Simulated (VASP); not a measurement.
MoS2:

```xyz
6
Lattice="3.1610 0.0000 0.0000 -1.5805 2.7375 0.0000 0.0000 0.0000 11.6802" Properties=species:S:1:pos:R:3 pbc="T T T"
Mo    0.0000    1.8250    2.9201
Mo    1.5805    0.9125    8.7602
S     1.5805    0.9125    4.4851
S     1.5805    0.9125    1.3551
S     0.0000    1.8250   10.3252
S     0.0000    1.8250    7.1952
```

The cell was built by a generator and needn't be a form met in nature.

Base run:

| Item | Value |
| --- | --- |
| Program | VASP 6.6.1 |
| Functional | PBE |
| Potentials or basis | VASP PAW PBE potentials, release 64 (Mo_sv, S) |
| Cutoff | 520 eV |
| k mesh | 8 × 8 × 2 |
| Occupations | fermi-dirac, width 0.05 eV |
| Spin | no spin polarisation |

Its results: band gap on the k mesh 0.69 eV, indirect (least direct gap 1.87 eV); pressure 3.9 GPa; largest force 0.220 eV/Å.

The run is repeated on the same cell with these changes: dispersion from none to TS. What comes out?

Band gap on the k mesh 0.69 eV, indirect (least direct gap 1.87 eV); pressure -0.1 GPa; largest force 0.193 eV/Å.

Dispersion adds attraction, which lowers the pressure at fixed volume.

A k mesh can miss the band edges.

Not every run made on this cell is shown here.
